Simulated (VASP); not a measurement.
# C under biaxial strain in the (001) plane

How do the elastic response and the band edges of C follow biaxial strain in the (001) plane?

Method: LDA; plane waves and PAW (C), in the first sound run; inputs show where later runs differ, in VASP 6.6.1.

## 1. Starting point

The structure is cubic, space group Fd-3m (No. 227). The conventional cell has a = 3.567 Å, b = 3.567 Å, c = 3.567 Å, α = 90.00°, β = 90.00°, γ = 90.00°. Nearest to C lie 4 C at 1.54 Å.

As a file:

```cif
data_structure
_symmetry_space_group_name_H-M 'P 1'
_symmetry_Int_Tables_number 1
_cell_length_a 2.5222
_cell_length_b 2.5222
_cell_length_c 2.5222
_cell_angle_alpha 60.000
_cell_angle_beta 60.000
_cell_angle_gamma 60.000
_cell_volume 11.35
loop_
_atom_site_label
_atom_site_type_symbol
_atom_site_fract_x
_atom_site_fract_y
_atom_site_fract_z
_atom_site_occupancy
C1 C 0.00000 0.00000 0.00000 1
C2 C 0.25000 0.25000 0.25000 1
```

## 2. Relax the crystal, LDA

The series starts from the cell that this level prefers, so that zero strain is near zero stress.

This step took 2 runs in a row; the last is shown.

Level: LDA; plane waves and PAW (C).

INCAR

```
SYSTEM = C
PREC = Accurate
ENCUT = 600
EDIFF = 1E-07
NELM = 120
ISMEAR = 0
SIGMA = 0.02
LREAL = .FALSE.
ALGO = Normal
GGA = CA
NBANDS = 10
LASPH = .TRUE.
LORBIT = 11
LWAVE = .FALSE.
LCHARG = .FALSE.
KPAR = 8
IBRION = 2
NSW = 40
ISIF = 3
EDIFFG = -0.005
POTIM = 0.4
```

POSCAR

```
C
1.0
    0.0000000000      1.7668691223      1.7668691223
    1.7668691223      0.0000000000      1.7668691223
    1.7668691223      1.7668691223      0.0000000000
C
2
Direct
    0.0000000000      0.0000000000      0.0000000000
    0.2500000000      0.2500000000      0.2500000000
```

KPOINTS

```
Automatic mesh
0
Gamma
14 14 14
0 0 0
```

Potentials, in the order of the species: C (LDA family, release 64).

Run with:

```console
$ mpirun -np 8 vasp_std
```

Log:

```text
[banner, memory and clock lines left out]
running    8 mpi-ranks, on    1 nodes
[...]
|                                                                             |
|           W    W    AA    RRRRR   N    N  II  N    N   GGGG   !!!           |
|           W    W   A  A   R    R  NN   N  II  NN   N  G    G  !!!           |
|           W    W  A    A  R    R  N N  N  II  N N  N  G       !!!           |
|           W WW W  AAAAAA  RRRRR   N  N N  II  N  N N  G  GGG   !            |
|           WW  WW  A    A  R   R   N   NN  II  N   NN  G    G                |
|           W    W  A    A  R    R  N    N  II  N    N   GGGG   !!!           |
|                                                                             |
|     For optimal performance we recommend to set                             |
|       NCORE = 2 up to number-of-cores-per-socket                            |
|     NCORE specifies how many cores store one orbital (NPAR=cpu/NCORE).      |
|     This setting can greatly improve the performance of VASP for DFT.       |
[...]
|     Unfortunately you need to use the default for GW and RPA                |
|     calculations (for HF NCORE is supported but not extensively tested      |
|     yet).                                                                   |
|                                                                             |

 LDA part: xc-table for (Slater(with rela. corr.)+CA(PZ))
 , standard interpolation
 POSCAR, INCAR and KPOINTS ok, starting setup
[...]
entering main loop
       N       E                     dE             d eps       ncg     rms          rms(c)
DAV:   1     0.225764947053E-01    0.22576E-01   -0.54446E+03  2120   0.891E+02
DAV:   2    -0.207061526879E+02   -0.20729E+02   -0.19786E+02  2798   0.131E+02
DAV:   3    -0.211142547769E+02   -0.40810E+00   -0.40710E+00  2488   0.154E+01
DAV:   4    -0.211151186072E+02   -0.86383E-03   -0.86376E-03  2274   0.831E-01
[...]
DAV:   9    -0.202521614010E+02    0.12387E-04   -0.34034E-05  2370   0.497E-02    0.194E-02
DAV:  10    -0.202521627672E+02   -0.13661E-05   -0.17725E-06  2274   0.121E-02    0.447E-03
DAV:  11    -0.202521627009E+02    0.66264E-07   -0.56512E-08  1640   0.199E-03
   1 F= -.20252163E+02 E0= -.20252163E+02  d E =-.202522E+02
[...]
reached required accuracy - stopping structural energy minimisation
```

Wall time 1.6 s (8 MPI ranks of Intel Xeon 6975P-C (Granite Rapids), shared host); peak memory 0.86 GiB; 7.9 s of CPU time.

The logs omit lines about the potential files and the build; timing stands in the text.

OUTCAR, selected parts (step 2):

```text
  Total        0.0025777      0.0025777      0.0025777      0.0000000      0.0000000      0.0000000
  in kB        0.3743644      0.3743644      0.3743644      0.0000000      0.0000000      0.0000000
  external PRESSURE =       0.3743644 kB  Pullay stress =       0.0000000 kB

 POSITION                                       TOTAL-FORCE (eV/Angst)
 -----------------------------------------------------------------------------------
      0.00000      0.00000      0.00000         0.000000      0.000000      0.000000
      0.88343      0.88343      0.88343        -0.000000     -0.000000     -0.000000
 -----------------------------------------------------------------------------------
    total drift:                                0.000000      0.000000      0.000000

  FREE ENERGIE OF THE ION-ELECTRON SYSTEM (eV)
  ---------------------------------------------------
  free  energy   TOTEN  =       -20.2521627009 eV

  energy  without entropy=      -20.2521627009  energy(sigma->0) =      -20.25216270

 reached required accuracy - stopping structural energy minimisation

[... 3 further parts left out ...]
[key lines of the parts left out:]
E-fermi :  10.2749
```

This run gave:

| Item | Value |
| --- | --- |
| energy(sigma→0) of the program | -20.2522 eV |
| stress, compression positive | xx, yy, zz 0.04, 0.04, 0.04 GPa |
| volume | 11.032 Å³ |
| ionic steps | 1 |

## 3. Strain along the normal, LDA

One member in full: the plane is strained by -2 %, and the strain along the normal is moved by secant steps until the normal stress is under 0.012 GPa or five steps are spent; the atoms relax at each step.

This step took 4 runs, each at a new trial strain with the atoms of the one before; the last is shown.

Level: LDA; plane waves and PAW (C).

Edit INCAR of step 2 so:

```diff
@@ -15,7 +15,7 @@
 LCHARG = .FALSE.
-KPAR = 8
-IBRION = 2
-NSW = 40
-ISIF = 3
-EDIFFG = -0.005
-POTIM = 0.4
+KPAR = 2
+IBRION = 1
+NSW = 25
+ISIF = 2
+EDIFFG = -0.004
+POTIM = 0.3
```

POSCAR

```
C
1.0
    0.0000000000      1.7315317400      1.7766977490
    1.7315317400      0.0000000000      1.7766977490
    1.7315317400      1.7315317400      0.0000000000
C
2
Direct
    0.0000000000      0.0000000000      0.0000000000
    0.2500000000      0.2500000000      0.2500000000
```

KPOINTS is that of step 2.

Run with:

```console
$ mpirun -np 2 vasp_std
```

Log:

```text
[banner, memory and clock lines left out]
running    2 mpi-ranks, on    1 nodes
[...]
LDA part: xc-table for (Slater(with rela. corr.)+CA(PZ))
 , standard interpolation
 POSCAR, INCAR and KPOINTS ok, starting setup
[...]
entering main loop
       N       E                     dE             d eps       ncg     rms          rms(c)
DAV:   1    -0.545463307855E+00   -0.54546E+00   -0.54259E+03  5048   0.892E+02
DAV:   2    -0.207628580298E+02   -0.20217E+02   -0.19485E+02  6544   0.133E+02
DAV:   3    -0.211581936900E+02   -0.39534E+00   -0.39441E+00  5776   0.149E+01
DAV:   4    -0.211590733230E+02   -0.87963E-03   -0.87959E-03  5266   0.826E-01
[...]
DAV:   9    -0.202152804349E+02    0.13626E-04   -0.36471E-05  5554   0.513E-02    0.197E-02
DAV:  10    -0.202152817580E+02   -0.13231E-05   -0.17930E-06  5364   0.123E-02    0.464E-03
DAV:  11    -0.202152817045E+02    0.53557E-07   -0.55785E-08  3668   0.199E-03
   1 F= -.20215282E+02 E0= -.20215282E+02  d E =-.202153E+02
 BRION: g(F)=  0.285E-47 g(S)=  0.000E+00
 reached required accuracy - stopping structural energy minimisation
```

Elapsed: 5.6 s, on 2 MPI ranks; peak memory 0.25 GiB.

OUTCAR, selected parts (step 3):

```text
  Total        1.7375331      1.7375331     -0.0000070      0.0000000      0.0000000      0.0000000
  in kB      261.2998766    261.2998766     -0.0010571      0.0000000      0.0000000      0.0000000
  external PRESSURE =     174.1995653 kB  Pullay stress =       0.0000000 kB

 POSITION                                       TOTAL-FORCE (eV/Angst)
 -----------------------------------------------------------------------------------
      0.00000      0.00000      0.00000        -0.000000     -0.000000      0.000000
      0.86577      0.86577      0.88835         0.000000      0.000000      0.000000
 -----------------------------------------------------------------------------------
    total drift:                                0.000000      0.000000      0.000000

  FREE ENERGIE OF THE ION-ELECTRON SYSTEM (eV)
  ---------------------------------------------------
  free  energy   TOTEN  =       -20.2152817045 eV

  energy  without entropy=      -20.2152817045  energy(sigma->0) =      -20.21528170

[... 1 part as in an earlier step ...]

[... 3 further parts left out ...]
[key lines of the parts left out:]
E-fermi :  10.8897
```

Read from the output:

| Quantity | Value |
| --- | --- |
| energy(sigma→0) of the program | -20.2153 eV |
| stress, compression positive | xx, yy, zz 26.13, 26.13, 0.00 GPa |
| ionic steps | 1 |

## 4. Band edges, TB-mBJ

Short lines in KPOINTS_OPT sample the zone centre along and across the normal of the plane, for masses, and the other valleys.

Level: TB-mBJ; plane waves and PAW (C).

TB-mBJ has no energy functional, so the total energy, stress and pressure in this output mean nothing.

INCAR

```
SYSTEM = C
PREC = Accurate
ENCUT = 600
EDIFF = 1E-06
NELM = 150
ISMEAR = 0
SIGMA = 0.02
LREAL = .FALSE.
ALGO = Normal
METAGGA = MBJ
LASPH = .TRUE.
NBANDS = 9
LWAVE = .FALSE.
LCHARG = .FALSE.
KPAR = 2
```

POSCAR is that of step 3.

KPOINTS

```
Automatic mesh
0
Gamma
11 11 11
0 0 0
```

KPOINTS_OPT

```
Line mode
6
Line-mode
Reciprocal
  0.00000000   0.00000000   0.00000000
  0.01413851   0.01413851   0.00000000

  0.00000000   0.00000000   0.00000000
 -0.00000000  -0.01377909  -0.01377909

  0.31000000   0.31000000   0.00000000
  0.50000000   0.50000000   0.00000000

  0.00000000   0.31000000   0.31000000
  0.00000000   0.50000000   0.50000000

  0.45000000   0.45000000   0.45000000
  0.50000000   0.50000000   0.50000000

  0.45000000   0.00000000   0.00000000
  0.50000000   0.00000000   0.00000000

  0.42500000   0.42500000   0.00000000
  0.42500000   0.43877909   0.01377909

  0.50000000   0.50000000   0.50000000
  0.49025671   0.50974329   0.50000000
```

Run with:

```console
$ mpirun -np 2 vasp_std
```

Log:

```text
[banner, memory and clock lines left out]
running    2 mpi-ranks, on    1 nodes
[...]
|                                                                             |
|               ----> ADVICE to this user running VASP <----                  |
|                                                                             |
|     You enforced a specific xc type in the INCAR file but a different       |
|     [... a line on the potential file left out ...]
|     I HOPE YOU KNOW WHAT YOU ARE DOING!                                     |
|                                                                             |

 LDA part: xc-table for (None), standard interpolation
 POSCAR, INCAR and KPOINTS ok, starting setup
[...]
entering main loop
       N       E                     dE             d eps       ncg     rms          rms(c)
DAV:   1    -0.219853354692E+01   -0.21985E+01   -0.54474E+03  2332   0.993E+02
DAV:   2    -0.212751398234E+02   -0.19077E+02   -0.18363E+02  3216   0.126E+02
DAV:   3    -0.215370176410E+02   -0.26188E+00   -0.26139E+00  2674   0.136E+01
DAV:   4    -0.215374484964E+02   -0.43086E-03   -0.43083E-03  2958   0.622E-01
[...]
DAV:  28    -0.194994357966E+02    0.42553E-05   -0.10089E-12  1154   0.119E-05    0.483E-06
DAV:  29    -0.194994374513E+02   -0.16547E-05   -0.17358E-12  1149   0.124E-05    0.856E-07
DAV:  30    -0.194994371933E+02    0.25803E-06   -0.33356E-13  1149   0.540E-06
   1 F= -.19499437E+02 E0= -.19499437E+02  d E =-.490903E-32
 Start KPOINTS_OPT (optional k-point list driver)
k-point batch [1-48\48]
       N       E                     dE             ncg
DAV:   1     0.271628482662E+04   -0.14212E+05      888
DAV:   2     0.157987276629E+04   -0.11364E+04     1295
DAV:   3     0.156721998720E+04   -0.12653E+02      954
DAV:   4     0.156719141295E+04   -0.28574E-01     1182
DAV:   5     0.156719137941E+04   -0.33539E-04      986
DAV:   6     0.156719137935E+04   -0.65455E-07     1081
```

The job ended after 10 s (2 MPI ranks; peak memory 0.26 GiB; 19 s of CPU time).

Parts of OUTCAR (step 4):

```text
  LATTYP: Found a body centered tetragonal cell.
 ALAT       =     2.4487556704
 C/A-ratio  =     1.4511025093

 Subroutine GETGRP returns: Found 16 space group operations
 (whereof  8 operations were pure point group operations)

The static configuration has the point symmetry D_2d.
 The point group associated with its full space group is D_4h.

 Found    126 irreducible k-points:

   k-points           NKPTS =    126   k-points in BZ     NKDIM =    126   number of bands    NBANDS=      9

   dimension x,y,z NGX =    20 NGY =   20 NGZ =   20
   dimension x,y,z NGXF=    40 NGYF=   40 NGZF=   40

   ENCUT  =  600.0 eV  44.10 Ry    6.64 a.u.   4.95  4.95  4.89*2*pi/ulx,y,z

   NELECT =       8.0000    total number of electrons

 E-fermi :  10.9260

 k-point     1 :       0.0000    0.0000    0.0000
  band No.  band energies     occupation
      1     -11.9773      2.00000
      2      10.3106      2.00000
      3      10.7668      2.00000
      4      10.7668      2.00000
      5      17.3118      0.00000
      6      17.3119      0.00000
      7      17.6345      0.00000
      8      26.3744      0.00000
      9      32.0665      0.00000

 k-point     2 :       0.0909   -0.0000    0.0000
  band No.  band energies     occupation
      1     -11.7374      2.00000
      2       9.1402      2.00000
      3      10.1179      2.00000
      4      10.4064      2.00000
      5      17.8369      0.00000
      6      17.9068      0.00000
      7      18.3527      0.00000
      8      26.5977      0.00000
      9      32.5182      0.00000

  Total       -2.7214791     -2.7214791     -4.8591569      0.0000000     -0.0000000      0.0000000
  in kB     -409.2711416   -409.2711416   -730.7470054      0.0000000     -0.0000000      0.0000000
  external PRESSURE =    -516.4297628 kB  Pullay stress =       0.0000000 kB

 POSITION                                       TOTAL-FORCE (eV/Angst)
 -----------------------------------------------------------------------------------
      0.00000      0.00000      0.00000        -0.000000     -0.000000     -0.000000
      0.86577      0.86577      0.88835         0.000000      0.000000      0.000000
 -----------------------------------------------------------------------------------
    total drift:                                0.000000      0.000000      0.000000

  FREE ENERGIE OF THE ION-ELECTRON SYSTEM (eV)
  ---------------------------------------------------
  free  energy   TOTEN  =       -19.4994371933 eV

  energy  without entropy=      -19.4994371933  energy(sigma->0) =      -19.49943719

[... 1 part as in an earlier step ...]

[... 7 further parts left out ...]
```

## 5. Band edges, r2SCAN

Short lines in KPOINTS_OPT sample the zone centre along and across the normal of the plane, for masses, and the other valleys.

Level: r2SCAN; plane waves and PAW (C).

Edit INCAR of step 4 so:

```diff
@@ -4,3 +4,3 @@
 EDIFF = 1E-06
-NELM = 150
+NELM = 100
 ISMEAR = 0
@@ -9,3 +9,3 @@
 ALGO = Normal
-METAGGA = MBJ
+METAGGA = R2SCAN
 LASPH = .TRUE.
```

POSCAR is that of step 4.

KPOINTS is that of step 4.

KPOINTS_OPT is that of step 4.

Run with:

```console
$ mpirun -np 2 vasp_std
```

Log:

```text
[banner, memory and clock lines left out]
running    2 mpi-ranks, on    1 nodes
[...]
[... a notice as in an earlier step ...]

 LDA part: xc-table for (None), standard interpolation
 POSCAR, INCAR and KPOINTS ok, starting setup
[...]
entering main loop
       N       E                     dE             d eps       ncg     rms          rms(c)
DAV:   1    -0.200627111738E+02   -0.20063E+02   -0.56081E+03  2332   0.102E+03
DAV:   2    -0.396810769971E+02   -0.19618E+02   -0.18893E+02  3182   0.130E+02
DAV:   3    -0.399524159345E+02   -0.27134E+00   -0.27084E+00  2668   0.142E+01
DAV:   4    -0.399528823685E+02   -0.46643E-03   -0.46641E-03  2969   0.660E-01
[...]
DAV:   8    -0.375572737638E+02   -0.12383E-02   -0.36168E-03  2489   0.615E-01    0.438E-01
DAV:   9    -0.375576410959E+02   -0.36733E-03   -0.16065E-04  2723   0.176E-01    0.121E-02
DAV:  10    -0.375576415282E+02   -0.43225E-06   -0.42346E-06  2704   0.184E-02
   1 F= -.37557642E+02 E0= -.37557642E+02  d E =-.757412E-25
 Start KPOINTS_OPT (optional k-point list driver)
k-point batch [1-48\48]
       N       E                     dE             ncg
DAV:   1     0.262297863607E+04   -0.14305E+05      896
DAV:   2     0.150644143036E+04   -0.11165E+04     1300
DAV:   3     0.149305033961E+04   -0.13391E+02      945
DAV:   4     0.149297133726E+04   -0.79002E-01     1134
DAV:   5     0.149297125638E+04   -0.80878E-04      960
DAV:   6     0.149297125625E+04   -0.12844E-06     1025
```

Wall time 12 s (2 MPI ranks); peak memory 0.25 GiB.

[end of part 1 of 2]

[Lines on the potential files, build, host, timing and source positions are cut from VASP's logs without a mark.]

[Logs are printed without paths, hosts, clocks, repeated set-up lines and the standing remarks that a program may print on its own settings, such as how far it seeks lower states.]

[Hosts, paths, dates, database ids (printed as entryN), source tags and the programs' standing remarks are cut or masked in the printed files.]

[In band tables of VASP the shares of atoms and orbitals are scaled to a sum of 1 inside the atoms' spheres.]
